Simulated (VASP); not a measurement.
Set up this calculation in VASP 6.6.1, as the native input.

```
Task                   : relaxation of the atoms
Functional             : PBE
Dispersion             : D4
Potentials or basis    : VASP PAW PBE potentials, release 64 (F, C, S, Se, H)
Cutoff                 : 520 eV
k mesh                 : 1 × 1 × 1
Occupations            : gaussian, width 0.01 eV
Spin                   : no spin polarisation
Further INCAR settings : ALGO = Normal; EDIFF = 1e-06; IBRION = 2; EDIFFG = -0.01; NSW = 60
```

The structure of FCSSeH lies in POSCAR:

```
HCSeSF
1.0
   12.0000000000      0.0000000000      0.0000000000
    0.0000000000     11.0000000000      0.0000000000
    0.0000000000      0.0000000000     12.0000000000
F C S Se H
1 1 1 1 1
Direct
    0.4332166700      0.4645227300      0.6127375000
    0.4676583300      0.4844500000      0.5092041700
    0.5971666700      0.5517227300      0.5027125000
    0.3877416700      0.4453590900      0.3921291700
    0.6144250000      0.5584590900      0.6135375000
```

One way to write it, as run:

INCAR

```
PREC     = Accurate       # precision mode
ENCUT    = 520            # plane-wave cutoff, eV
EDIFF    = 1E-6           # SCF threshold, eV
ISMEAR   = 0              # smearing method
SIGMA    = 0.01           # smearing width, eV
LREAL    = False          # projectors in reciprocal space
LASPH    = True           # aspherical terms in the spheres
NELM     = 80             # most SCF steps
ALGO     = Normal         # electronic algorithm
ISIF     = 2              # what is computed and relaxed
LWAVE    = False          # write WAVECAR
LCHARG   = False          # write CHGCAR
GGA      = PE             # functional
IVDW     = 13             # dispersion correction
IBRION   = 2              # ionic algorithm
NSW      = 60             # ionic steps
EDIFFG   = -0.01          # ionic threshold
```

KPOINTS

```
Automatic mesh
0
Gamma
  1 1 1
```

Potentials or basis: VASP PAW PBE potentials, release 64 (F, C, S, Se, H).

Run with:

```sh
$ cat potpaw_PBE.64/F/POTCAR potpaw_PBE.64/C/POTCAR potpaw_PBE.64/S/POTCAR potpaw_PBE.64/Se/POTCAR potpaw_PBE.64/H/POTCAR > POTCAR
$ mpirun -np 1 vasp_gam > vasp.out
```

Results of the run:

```yaml
Energy_gained_by_relaxing: 6.2 meV/atom
Ionic_steps: 13
Largest_force_after_relaxing: 0.007 eV/Å
Gap_between_the_frontier_levels: 2.55 eV
Dispersion_energy_per_atom: -0.027 eV
```

Run time: 13 min on 1 thread of Intel(R) Xeon(R) Platinum 8559C (Emerald Rapids) (shared host), peak memory 1.3 GiB.
